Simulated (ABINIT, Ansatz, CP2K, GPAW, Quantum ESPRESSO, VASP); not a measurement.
MgB: 7 runs at one level of theory

```xyz
2
Lattice="2.8952 0.0000 0.0000 0.0000 2.8952 0.0000 0.0000 0.0000 2.8952" Properties=species:S:1:pos:R:3 pbc="T T T"
Mg    0.0000    0.0000    0.0000
B     1.4476    1.4476    1.4476
```

The cell comes from a database or a generator and needn't be the stable form of this composition.

Alike in all runs: task single point; functional PBE; k mesh 9 × 9 × 9; occupations fermi-dirac, width 0.05 eV; no spin polarisation; no spin-orbit coupling. Pressure is positive in compression and, in plane waves, holds the error of the finite cutoff, which Ansatz's Pulay term estimates and takes out.

| program and potentials | plane-wave cutoff (eV) | notes | pressure (GPa) |
| --- | --- | --- | --- |
| Ansatz, Ansatz PAW (earlier soft set) | 420 | 6.5 valence electrons an atom on average; Pulay term of +0.06 GPa included | 0.15 |
| VASP, PBE PAW files B, Mg, 520 eV | 520 | 2.5 valence electrons an atom on average | -0.07 |
| Ansatz, all-electron LAPW, scalar-relativistic | - | - | 0.11 |
| Quantum ESPRESSO, SSSP 1.3 efficiency PBE | 748 | 2.5 valence electrons an atom on average | -0.15 |
| GPAW, GPAW PAW data sets (gpaw-data 1.2.1) | 800 | 6.5 valence electrons an atom on average | -0.07 |
| CP2K, POTENTIAL_UZH Mg GTH-PBE-q10, B GTH-PBE-q3; TZVP-MOLOPT-PBE-GTH basis | - | atomic basis; 6.5 valence electrons an atom on average | 2.43 |
| ABINIT, JTH PAW PBE v2.0 | 517 | 6.5 valence electrons an atom on average | -0.20 |

The pressure spans -0.20 (ABINIT, JTH PAW PBE v2.0) to 2.43 GPa (CP2K, POTENTIAL_UZH Mg GTH-PBE-q10, B GTH-PBE-q3; TZVP-MOLOPT-PBE-GTH basis), with all-electron results at 0.11. The pressure on the cell as given of CP2K, POTENTIAL_UZH Mg GTH-PBE-q10, B GTH-PBE-q3; TZVP-MOLOPT-PBE-GTH basis lies far from the others; the cause wasn't traced. Rows in atomic bases carry the error of their basis and grid, which can be large.

Differences between rows come from potentials, basis sets and numerical settings, since the functional is the same but for its coding. Runs on potential files found faulty are left out.
